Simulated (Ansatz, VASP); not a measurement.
# InP in two plane-wave programs

Wanted: the spread between two codes on one cell, functional and k mesh. The cell is taken from a series of runs on this material, whose earlier steps may have relaxed, scaled, displaced or heated it; both programs get it as it stands.

Main program and level: Ansatz 0.2.0; plane waves, with VASP 6.6.1 beside it; relaxation of cell and atoms at PBE, spin-orbit coupling.

## 1. The starting structure

It takes space group F-43m (No. 216, cubic). Conventional cell: a = 5.960 Å, b = 5.960 Å, c = 5.960 Å, α = 90.00°, β = 90.00°, γ = 90.00°. In has 4 P at 2.58 Å nearest. Nearest to P lie 4 In at 2.58 Å. Farther neighbours are not listed.

Coordinates:

```xyz
2
Lattice="0.0000 2.9800 2.9800 2.9800 0.0000 2.9800 2.9800 2.9800 0.0000" Properties=species:S:1:pos:R:3 pbc="T T T"
In    0.0000    0.0000    0.0000
P     1.4900    1.4900    1.4900
```

## 2. VASP: relaxation of cell and atoms, PBE, spin-orbit coupling

The relaxed volume is the usual yardstick between codes: in a stiff, nearly cubic crystal its relative difference is about their pressure difference at one cell divided by the bulk modulus.

Lines of VASP's logs that name or quote its potential files are left out, and so is its time.

INCAR

```
SYSTEM = InP
PREC = Accurate
ENCUT = 500
EDIFF = 1E-07
NELM = 200
ISMEAR = 0
SIGMA = 0.02
LREAL = .FALSE.
ALGO = Normal
GGA = PE
LNONCOLLINEAR = .TRUE.
MAGMOM = 0 0 0 0 0 0
NBANDS = 30
GGA_COMPAT = .FALSE.
LASPH = .TRUE.
LSORBIT = .TRUE.
LORBIT = 11
LWAVE = .FALSE.
LCHARG = .FALSE.
ISIF = 3
IBRION = 2
NSW = 80
EDIFFG = -0.005
NELMIN = 4
EFERMI = MIDGAP
```

POSCAR

```
InP
1.0
    0.0000000000      2.9800340000      2.9800340000
    2.9800340000      0.0000000000      2.9800340000
    2.9800340000      2.9800340000      0.0000000000
In P
1 1
Direct
    0.0000000000      0.0000000000      0.0000000000
    0.2500000000      0.2500000000      0.2500000000
```

KPOINTS

```
Automatic mesh
0
Gamma
10 10 10
0 0 0
```

The projector-augmented-wave data sets are In_d and P (PBE family, release 64).

Command:

```console
> mpirun -np 1 vasp_ncl
```

Numbers of over 12 decimals in the logs are rounded to 6 here.

The program printed:

```text
[banner, memory and clock lines left out]
running    1 mpi-ranks, on    1 nodes
 distrk:  each k-point on    1 cores,    1 groups
 distr:  one band on    1 cores,    1 groups

 POSCAR found type information on POSCAR InP
 POSCAR found :  2 types and       2 ions
 LDA part: xc-table for (Slater+PW92), standard interpolation
 POSCAR, INCAR and KPOINTS ok, starting setup
 FFT: planning ... GRIDC
 FFT: planning ... GRID_SOFT
 FFT: planning ... GRID
 WAVECAR not read
 entering main loop
       N       E                     dE             d eps       ncg     rms          rms(c)
DAV:   1     0.156538558238E+03    0.15654E+03   -0.77718E+03  4410   0.131E+03
DAV:   2     0.874771345144E+01   -0.14779E+03   -0.14087E+03  4416   0.360E+02
DAV:   3    -0.805138071911E+01   -0.16799E+02   -0.16517E+02  5370   0.127E+02
DAV:   4    -0.880096900467E+01   -0.74959E+00   -0.74769E+00  5298   0.271E+01
DAV:   5    -0.884157522039E+01   -0.40606E-01   -0.40600E-01  6804   0.599E+00    0.531E+00
DAV:   6    -0.846057759388E+01    0.38100E+00   -0.52542E-01  6280   0.132E+01    0.308E+00
DAV:   7    -0.844290781918E+01    0.17670E-01   -0.23450E-01  6782   0.336E+00    0.135E+00
DAV:   8    -0.844246453057E+01    0.44329E-03   -0.16612E-02  6656   0.180E+00    0.714E-01
DAV:   9    -0.844312277374E+01   -0.65824E-03   -0.18882E-03  5080   0.332E-01    0.189E-01
DAV:  10    -0.844321277514E+01   -0.90001E-04   -0.98070E-04  6308   0.538E-01    0.106E-01
DAV:  11    -0.844337540594E+01   -0.16263E-03   -0.31584E-04  5538   0.196E-01    0.170E-02
DAV:  12    -0.844338387167E+01   -0.84657E-05   -0.28353E-05  5434   0.398E-02    0.141E-02
DAV:  13    -0.844338430495E+01   -0.43329E-06   -0.32711E-06  6634   0.168E-02    0.119E-02
DAV:  14    -0.844338437249E+01   -0.67540E-07   -0.16473E-07  4494   0.266E-03
   1 F= -.84433844E+01 E0= -.84433844E+01  d E =-.844338E+01  mag=    -0.0000     0.0000    -0.0000
 curvature:   0.00 expect dE= 0.000E+00 dE for cont linesearch  0.000E+00
 trial: gam= 0.00000 g(F)=  0.175E-47 g(S)=  0.798E-04 ort = 0.000E+00 (trialstep = 0.100E+01)
 search vector abs. value=  0.798E-04
 bond charge predicted
       N       E                     dE             d eps       ncg     rms          rms(c)
DAV:   1    -0.844432064554E+01   -0.93634E-03   -0.21695E-02  5686   0.290E+00    0.192E-01
DAV:   2    -0.844354319795E+01    0.77745E-03   -0.15616E-03  5602   0.929E-01    0.723E-02
DAV:   3    -0.844340875850E+01    0.13444E-03   -0.37878E-04  6262   0.424E-01    0.316E-02
DAV:   4    -0.844341054077E+01   -0.17823E-05   -0.28617E-05  4962   0.543E-02    0.242E-02
DAV:   5    -0.844341141034E+01   -0.86957E-06   -0.15579E-06  5476   0.127E-02    0.142E-02
DAV:   6    -0.844341289667E+01   -0.14863E-05   -0.69156E-07  5498   0.873E-03    0.425E-03
DAV:   7    -0.844341300240E+01   -0.10572E-06   -0.88681E-08  4096   0.334E-03    0.294E-03
DAV:   8    -0.844341284120E+01    0.16120E-06   -0.42054E-08  2706   0.203E-03    0.137E-03
DAV:   9    -0.844341295151E+01   -0.11031E-06   -0.96046E-09  2598   0.140E-03    0.337E-04
DAV:  10    -0.844341295730E+01   -0.57860E-08   -0.22450E-09  2460   0.569E-04
   2 F= -.84434130E+01 E0= -.84434130E+01  d E =-.285848E-04  mag=     0.0000     0.0000     0.0000
 trial-energy change:   -0.000029  1 .order   -0.000024   -0.000080    0.000032
 step:   0.7598(harm=  0.7139)  dis= 0.00000  next Energy=    -8.443417 (dE=-0.324E-04)
 bond charge predicted
       N       E                     dE             d eps       ncg     rms          rms(c)
DAV:   1    -0.844346964460E+01   -0.56693E-04   -0.12522E-03  5668   0.699E-01    0.459E-02
DAV:   2    -0.844342643699E+01    0.43208E-04   -0.89745E-05  5584   0.222E-01    0.173E-02
DAV:   3    -0.844341802428E+01    0.84127E-05   -0.21971E-05  6234   0.102E-01    0.759E-03
DAV:   4    -0.844341760690E+01    0.41738E-06   -0.16619E-06  4930   0.131E-02    0.578E-03
DAV:   5    -0.844341690933E+01    0.69757E-06   -0.83137E-08  4118   0.308E-03    0.298E-03
DAV:   6    -0.844341646817E+01    0.44116E-06   -0.29595E-08  3260   0.216E-03    0.849E-04
DAV:   7    -0.844341642246E+01    0.45711E-07   -0.15411E-08  2406   0.192E-03
   3 F= -.84434164E+01 E0= -.84434164E+01  d E =-.320500E-04  mag=     0.0000    -0.0000    -0.0000
 curvature:  -0.35 expect dE=-0.117E-06 dE for cont linesearch -0.117E-06
 trial: gam= 0.00000 g(F)=  0.410E-46 g(S)=  0.337E-06 ort =-0.518E-05 (trialstep = 0.952E+00)
 search vector abs. value=  0.337E-06
 reached required accuracy - stopping structural energy minimisation
```

From OUTCAR (step 2):

```text
ion  position               nearest neighbor table
   1  0.000  0.000  0.000-   2 2.58   2 2.58   2 2.58   2 2.58
   2  0.250  0.250  0.250-   1 2.58   1 2.58   1 2.58   1 2.58

  LATTYP: Found a face centered cubic cell.
 ALAT       =     5.9600680000

 Subroutine GETGRP returns: Found 24 space group operations
 (whereof 24 operations were pure point group operations)

The static configuration has the point symmetry T_d .

 Found     73 irreducible k-points:

   k-points           NKPTS =     73   k-points in BZ     NKDIM =     73   number of bands    NBANDS=     30

   dimension x,y,z NGX =    32 NGY =   32 NGZ =   32
   dimension x,y,z NGXF=    64 NGYF=   64 NGZF=   64

   ENCUT  =  500.0 eV  36.75 Ry    6.06 a.u.   7.68  7.68  7.68*2*pi/ulx,y,z

   NELECT =      18.0000    total number of electrons

 k-points in reciprocal lattice and weights: Automatic mesh
   0.00000000  0.00000000  0.00000000       0.001
   0.10000000  0.00000000  0.00000000       0.004
  -0.10000000  0.00000000  0.00000000       0.004
   0.20000000  0.00000000  0.00000000       0.004
  -0.20000000  0.00000000  0.00000000       0.004
   0.30000000  0.00000000  0.00000000       0.004
  -0.30000000  0.00000000  0.00000000       0.004
   0.40000000  0.00000000  0.00000000       0.004
  -0.40000000  0.00000000  0.00000000       0.004
[...]
-0.30000000  0.40000000  0.20000000       0.024
  -0.30000000  0.50000000  0.20000000       0.012

 average (electrostatic) potential at core
       1 -96.1078       2 -83.2206

 E-fermi :   4.9103

 k-point     1 :       0.0000    0.0000    0.0000
  band No.  band energies     occupation
    ...
     14       4.6053      1.00000
     15       4.7007      1.00000
     16       4.7007      1.00000
     17       4.7007      1.00000
     18       4.7007      1.00000
     19       5.1199      0.00000
     20       5.1199      0.00000
     21       8.4658      0.00000
     22       8.4658      0.00000
     23       8.9043      0.00000
    ...

 k-point     2 :       0.1000    0.0000    0.0000
  band No.  band energies     occupation
    ...
     14       3.4825      1.00000
     15       4.5199      1.00000
     16       4.5199      1.00000
     17       4.5860      1.00000
     18       4.5945      1.00000
     19       5.9712      0.00000
     20       5.9712      0.00000
     21       8.6188      0.00000
     22       8.6188      0.00000
     23       8.9747      0.00000
    ...

 k-point     3 :      -0.1000    0.0000    0.0000
  band No.  band energies     occupation
    ...
     14       3.4825      1.00000
     15       4.5199      1.00000
     16       4.5199      1.00000
     17       4.5860      1.00000
     18       4.5945      1.00000
     19       5.9712      0.00000
     20       5.9712      0.00000
     21       8.6188      0.00000
     22       8.6188      0.00000
     23       8.9747      0.00000
    ...

  Total        0.0021580      0.0021580      0.0021580      0.0000000      0.0000000      0.0000000
  in kB        0.0654441      0.0654441      0.0654441      0.0000000      0.0000000      0.0000000
  external PRESSURE =       0.0654441 kB  Pullay stress =       0.0000000 kB

  energy-cutoff  :      500.00
  volume of cell :       52.83
      direct lattice vectors                 reciprocal lattice vectors
    -0.000000000  2.978220658  2.978220658    -0.167885478  0.167885478  0.167885478
     2.978220658  0.000000000  2.978220658     0.167885478 -0.167885478  0.167885478
     2.978220658  2.978220658 -0.000000000     0.167885478  0.167885478 -0.167885478

 POSITION                                       TOTAL-FORCE (eV/Angst)
 -----------------------------------------------------------------------------------
     -0.00000      0.00000      0.00000         0.000000      0.000000      0.000000
      1.48911      1.48911      1.48911        -0.000000     -0.000000     -0.000000
 -----------------------------------------------------------------------------------
    total drift:                               -0.000000     -0.000000     -0.000000

  FREE ENERGIE OF THE ION-ELECTRON SYSTEM (eV)
  ---------------------------------------------------
  free  energy   TOTEN  =        -8.4434164225 eV

  energy  without entropy=       -8.4434164225  energy(sigma->0) =       -8.44341642

 reached required accuracy - stopping structural energy minimisation

 Spin-Orbit-Coupling matrix elements
 Ion:    1  E_soc:     -0.0700475
 Ion:    2  E_soc:     -0.0011389

 total charge
# of ion       s       p       d       tot
------------------------------------------
    1        0.825   0.719   9.893  11.438
    2        1.034   1.468   0.000   2.502
--------------------------------------------------
tot          1.860   2.187   9.893  13.941

 magnetization (x)
# of ion       s       p       d       tot
------------------------------------------
    1       -0.000   0.000   0.000   0.000
    2        0.000   0.000   0.000   0.000
--------------------------------------------------
tot         -0.000   0.000   0.000   0.000

 magnetization (y)
# of ion       s       p       d       tot
------------------------------------------
    1        0.000   0.000   0.000   0.000
    2        0.000   0.000   0.000   0.000
--------------------------------------------------
tot          0.000   0.000   0.000   0.000

 magnetization (z)
# of ion       s       p       d       tot
------------------------------------------
    1        0.000   0.000   0.000   0.000
    2        0.000   0.000   0.000   0.000
--------------------------------------------------
tot          0.000   0.000   0.000   0.000

[... 3 further parts left out ...]
```

CONTCAR:

```
InP
   1.00000000000000
    -0.0000000000000000    2.9782206576158745    2.9782206576158745
     2.9782206576158745    0.0000000000000000    2.9782206576158745
     2.9782206576158745    2.9782206576158745   -0.0000000000000000
  In              P
     1     1
Direct
     0.0000000000000000    0.0000000000000000    0.0000000000000000
     0.2500000000000000    0.2500000000000000    0.2500000000000000
```

(Part 1 of 2 ends here.)

[Lines on the potential files, build, host, timing and source positions are cut from VASP's logs without a mark.]

[Logs are printed without paths, hosts, clocks, repeated set-up lines and the standing remarks that a program may print on its own settings, such as how far it seeks lower states.]

[Hosts, paths, dates, database ids (printed as entryN), source tags and the programs' standing remarks are cut or masked in the printed files.]
